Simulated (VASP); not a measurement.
# LiYHg (P4/mmm) in VASP: further runs

One crystal, LiYHg, is run at these levels: PBE; tasks: relaxation of cell and atoms.

All numbers are computed with VASP 6.6.1; they aren't measurements. Logs are shortened: lines on timing, memory, paths and dates and some standing lists are left out, and cuts for length are marked.

## 1. The structure

The structure is tetragonal, space group P4/mmm (No. 123). The conventional cell has a = 4.218 Å, b = 4.218 Å, c = 5.251 Å, α = 90.00°, β = 90.00°, γ = 90.00°. Li (site symmetry 4/mmm) is surrounded by 2 Hg at 2.63 Å. Around Y (site symmetry 4/mmm) lie 4 Hg at 2.98 Å. Hg (site symmetry 4/mmm) has 2 Li at 2.63 Å and 4 Y at 2.98 Å as nearest neighbours.

The cell was built by a generator and needn't be a form met in nature.

## 2. Relaxation of cell and atoms, PBE

INCAR

```
  PREC = Accurate
  ENCUT = 600
  EDIFF = 1E-6
  ISMEAR = -1
  SIGMA = 0.05
  LREAL = False
  LASPH = True
  NELM = 100
  ALGO = Fast
  ISIF = 3
  LWAVE = False
  LCHARG = False
  GGA = PE
  IBRION = 2
  NSW = 60
  EDIFFG = -0.005
```

KPOINTS

```
Automatic mesh
0
Gamma
  6 6 5
```

POSCAR

```
LiYHg
1.0
    4.2179400000      0.0000000000      0.0000000000
    0.0000000000      4.2179400000      0.0000000000
    0.0000000000      0.0000000000      5.2510900000
Li Y Hg
1 1 1
Direct
    0.5000000000      0.5000000000      0.5000000000
    0.0000000000      0.0000000000      0.0000000000
    0.5000000000      0.5000000000      0.0000000000
```

Potentials or basis: VASP PAW PBE potentials, release 64 (Li_sv_GW, Y_sv_GW, Hg_sv_GW).

Launch:

```sh
$ cat potpaw_PBE.64/Li_sv_GW/POTCAR potpaw_PBE.64/Y_sv_GW/POTCAR potpaw_PBE.64/Hg_sv_GW/POTCAR > POTCAR
$ mpirun -np 1 vasp_std > vasp.out
```

OUTCAR:

```text
PREC = Accurate
   ENCUT = 600
   EDIFF = 1E-6
   ISMEAR = -1
   LREAL = False
   LASPH = True
   NELM = 100
   ISIF = 3
   GGA = PE
   IBRION = 2
   NSW = 60
   EDIFFG = -0.005

 ion  position               nearest neighbor table
   1  0.500  0.500  0.500-   3 2.63   3 2.63
   2  0.000  0.000  0.000-   3 2.98   3 2.98   3 2.98   3 2.98
   3  0.500  0.500  0.000-   1 2.63   1 2.63   2 2.98   2 2.98   2 2.98   2 2.98

  LATTYP: Found a simple tetragonal cell.
 ALAT       =     4.2179400000
 C/A-ratio  =     1.2449418436

  Lattice vectors:

 A1 = (   4.2179400000,   0.0000000000,   0.0000000000)
 A2 = (   0.0000000000,   4.2179400000,   0.0000000000)
 A3 = (   0.0000000000,   0.0000000000,   5.2510900000)

Analysis of symmetry for initial positions (statically):
=====================================================================
 Subroutine PRICEL returns:
 Original cell was already a primitive cell.

 Routine SETGRP: Setting up the symmetry group for a
 simple tetragonal supercell.

 Subroutine GETGRP returns: Found 16 space group operations
 (whereof 16 operations were pure point group operations)
 out of a pool of 16 trial point group operations.

The static configuration has the point symmetry D_4h.

Analysis of symmetry for dynamics (positions and initial velocities):
=====================================================================
 Subroutine PRICEL returns:
 Original cell was already a primitive cell.

 Routine SETGRP: Setting up the symmetry group for a
 simple tetragonal supercell.

 Subroutine GETGRP returns: Found 16 space group operations
 (whereof 16 operations were pure point group operations)
 out of a pool of 16 trial point group operations.

The dynamic configuration has the point symmetry D_4h.

 Subroutine INISYM returns: Found 16 space group operations
 (whereof 16 operations are pure point group operations),
 and found     1 'primitive' translations

----------------------------------------------------------------------------------------

                                     Primitive cell

  volume of cell :      93.4222

  direct lattice vectors                    reciprocal lattice vectors
     4.217940000  0.000000000  0.000000000     0.237082557  0.000000000  0.000000000
     0.000000000  4.217940000  0.000000000     0.000000000  0.237082557  0.000000000
[... 95 lines left out ...]
   POTIM  = 0.5000    time-step for ionic-motion
   TEBEG  =    0.0;   TEEND  =   0.0 temperature during run
   PSTRESS=    0.0 pullay stress
   NELECT =      34.0000    total number of electrons
   NUPDOWN=      -1.0000    fix difference up-down
   EMIN   =  10.00;   EMAX   =-10.00  energy-range for DOS
   EFERMI =   0.00;   METHOD = LEGACY
   ISMEAR =    -1;   SIGMA  =   0.05  broadening in eV -4-tet -1-fermi 0-gaus
   EFERMI_NEDOS =   21; number of points for ismear=-14 and -15
   IALGO  =     68    algorithm
   IMIX   =      4    mixing-type and parameters
     AMIX     =   0.40;   BMIX     =  1.00
     AMIX_MAG =   1.60;   BMIX_MAG =  1.00
  volume/ion in A,a.u.               =      31.14       210.15
  Fermi-wavevector in a.u.,A,eV,Ry     =   1.168829  2.208767 18.587758  1.366162
  Thomas-Fermi vector in A             =   2.305310
   LORBIT       =      0    0 simple, 1 ext, 2 COOP (PROOUT), +10 PAW based schemes
   GGA     = PE    functional components
   LHFCALC =     F    Hartree Fock is set to
   AEXX    =    0.0000 exact exchange contribution
   IVDW    =     0    specifies the selected vdW correction
   LEPSILON=     F    determine dielectric tensor
   LRPA    =     F    only Hartree local field effects (RPA)
 conjugate gradient relaxation of ions
 non-spin polarized calculation
 RMM-DIIS sequential band-by-band and
  energy-cutoff  :      600.00
  volume of cell :       93.42
 maximum number of plane-waves:      3147
 NGX is ok and might be reduce to    36
   NGX = 17   NGY = 17   NGZ = 21

--------------------------------------- Ionic step        1  -------------------------------------------

 number of electron      34.0000016 magnetization

 Free energy of the ion-electron system (eV)
  ---------------------------------------------------
  ext. energy  EPLUGINS =         0.00000000
  ---------------------------------------------------
  free energy    TOTEN  =       -12.47454051 eV

  energy without entropy =      -12.44890843  energy(sigma->0) =      -12.46172447

------------------------ aborting loop because EDIFF is reached ----------------------------------------

  FORCE on cell =-STRESS in cart. coord.  units (eV):
  Direction    XX          YY          ZZ          XY          YZ          ZX
  --------------------------------------------------------------------------------------
  -------------------------------------------------------------------------------------
  Total       -0.2486114     -0.2486114      0.0668127      0.0000000      0.0000000      0.0000000
  in kB       -4.2636489     -4.2636489      1.1458271      0.0000000      0.0000000      0.0000000
  external PRESSURE =      -2.4604902 kB  Pullay stress =       0.0000000 kB
[... 246 lines left out ...]
--------------------------------------- Ionic step        8  -------------------------------------------

 number of electron      34.0000016 magnetization

 Free energy of the ion-electron system (eV)
  ---------------------------------------------------
  ext. energy  EPLUGINS =         0.00000000
  ---------------------------------------------------
  free energy    TOTEN  =       -12.47546644 eV

  energy without entropy =      -12.45014047  energy(sigma->0) =      -12.46280346

 E-fermi :   3.4861     XC(G=0):  -8.4136

 val. band max:        3.4771990311   @ k =   0.5000   0.0000   0.2000
 cond. band min:       3.4884031237   @ k =   0.5000   0.1667   0.2000
 fundamental gap:      0.0112040926
 Fermi energy:         3.4860964017

 k-point     1 :       0.0000    0.0000    0.0000
  band No.  band energies     occupation
      1    -112.4545      2.00000
      2     -60.7811      2.00000
      3     -60.7811      2.00000
      4     -60.6891      2.00000
      5     -43.0932      2.00000
      6     -40.2569      2.00000
[... 565 lines left out ...]
     20       5.4001      0.00000
     21       5.5646      0.00000

 [... further k-points ...]

------------------------ aborting loop because EDIFF is reached ----------------------------------------

  FORCE on cell =-STRESS in cart. coord.  units (eV):
  Direction    XX          YY          ZZ          XY          YZ          ZX
  --------------------------------------------------------------------------------------
  -------------------------------------------------------------------------------------
  Total       -0.0026944     -0.0026944      0.0118792      0.0000000      0.0000000     -0.0000000
  in kB       -0.0464695     -0.0464695      0.2048796      0.0000000      0.0000000     -0.0000000
  external PRESSURE =       0.0373136 kB  Pullay stress =       0.0000000 kB
[... 18 lines left out ...]
  FREE ENERGIE OF THE ION-ELECTRON SYSTEM (eV)
  ---------------------------------------------------
  free  energy   TOTEN  =       -12.4754664399 eV

  energy  without entropy=      -12.4501404732  energy(sigma->0) =      -12.46280346

 reached required accuracy - stopping structural energy minimisation
```

OSZICAR:

```text
N       E                     dE             d eps       ncg     rms          rms(c)
DAV:   1     0.479107018339E+03    0.47911E+03   -0.21632E+04  1508   0.184E+03
DAV:   2     0.579878655518E+02   -0.42112E+03   -0.39273E+03  1451   0.734E+02
[... 99 lines left out ...]
RMM:   2    -0.124754574719E+02    0.49076E-03   -0.11150E-03  1530   0.581E-01    0.634E-02
RMM:   3    -0.124754720618E+02   -0.14590E-04   -0.11810E-03  1650   0.293E-01    0.583E-02
RMM:   4    -0.124754708685E+02    0.11933E-05   -0.12370E-04  1684   0.119E-01    0.434E-02
RMM:   5    -0.124754660723E+02    0.47962E-05   -0.41298E-05  1323   0.707E-02    0.253E-02
RMM:   6    -0.124754669150E+02   -0.84273E-06   -0.21469E-05  1192   0.330E-02    0.217E-02
RMM:   7    -0.124754664399E+02    0.47510E-06   -0.79235E-06  1202   0.417E-02
   8 F= -.12475466E+02 E0= -.12462803E+02  d E =-.195210E-04
```

CONTCAR:

```text
LiYHg
   1.00000000000000
     4.2026979164827640    0.0000000000000000    0.0000000000000000
     0.0000000000000000    4.2026979164827640    0.0000000000000000
     0.0000000000000000    0.0000000000000000    5.2594684425330467
  Li              Y               Hg
     1     1     1
Direct
     0.5000000000000000    0.5000000000000000    0.5000000000000000
     0.0000000000000000    0.0000000000000000    1.0000000000000000
     0.5000000000000000    0.5000000000000000    0.0000000000000000

  0.00000000E+00  0.00000000E+00  0.00000000E+00
  0.00000000E+00  0.00000000E+00  0.00000000E+00
  0.00000000E+00  0.00000000E+00  0.00000000E+00
```

Run time: 5.5 min. Hardware: 1 thread of AMD EPYC 9R45 (Zen 5), shared host; peak memory 0.31 GiB.

Results:

| Quantity | Value |
| --- | --- |
| Free energy | -12.4755 eV |
| Relaxed volume | 30.97 Å³/atom |
| Relaxed cell | a = 4.203 Å, b = 4.203 Å, c = 5.259 Å, α = 90.00°, β = 90.00°, γ = 90.00° |
| Space group after relaxing (to 0.05 Å) | P4/mmm (No. 123) |
| Energy gained by relaxing | 0.3 meV/atom |
| Ionic steps | 8 |
| Pressure after relaxing | 0.0 GPa |
| Band gap on the k mesh | none (metal or under the smearing width) |

Step by step:
```
step  energy change (eV)  largest force (eV/Å)  pressure (GPa)  volume (Å³)
   1              0.0000                0.0000           -0.25        93.42
   2             -0.0009                0.0000            0.03        92.78
   3             -0.0009                0.0000            0.08        92.82
   4             -0.0009                0.0000            0.01        92.90
   5             -0.0009                0.0000            0.01        92.87
   6             -0.0009                0.0000            0.01        92.85
   7             -0.0009                0.0000            0.03        92.83
   8             -0.0009                0.0000            0.00        92.90
```

Final structure:
```
Li Y Hg
1.0
     4.20270    0.00000    0.00000
     0.00000    4.20270    0.00000
     0.00000    0.00000    5.25947
Li Y Hg
1 1 1
Direct
  0.50000 0.50000 0.50000
  0.00000 0.00000 0.00000
  0.50000 0.50000 0.00000
```

(Continued in part 2 of 2.)
